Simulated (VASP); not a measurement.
Data:

```
CoTi
1.0
    2.87848     0.00000     0.00000
    0.00000     2.87848     0.00000
    0.00000     0.00000     2.87848
Ti Co
1 1
Direct
  0.00000   0.00000   0.00000
  0.50000   0.50000   0.50000
```

These are PBE GGA, VASP's PBE PAW potentials (set 64) (plane waves; VASP) values and carry that method's errors. Run with 500 eV cut-off, 13×13×13 Γ-centred mesh, first-order Methfessel-Paxton smearing of 0.10 eV, potentials Ti_sv Co.

Energy and stress use the plane-wave basis of the starting cell.

Task: The ions, cell shape and volume at an external pressure of 30.0 GPa are relaxed. What does this cell relax into?

Result: 
```
CoTi
1.0
    2.84367     0.00000     0.00000
    0.00000     2.84367     0.00000
    0.00000     0.00000     2.84367
Ti Co
1 1
Cartesian
  0.00000   0.00000   0.00000
  1.42183   1.42183   1.42183
```
Space group Pm-3m (221), at a tolerance of 0.03 Å.

Task: How do energy and volume change from the first to the last step?

Result: The energy (σ→0) changes by +66.2 meV/atom and the volume by -3.6 %, in 4 ionic steps.

The compound is TiCo in the CsCl type structure. This run relaxes it under an external pressure of 30 GPa. Symmetry was kept, so distortions that lower it aren't found. The run is not spin-polarised, so no magnetic state was tried. The electron count is odd and the run is not spin-polarised, which forces a metal.
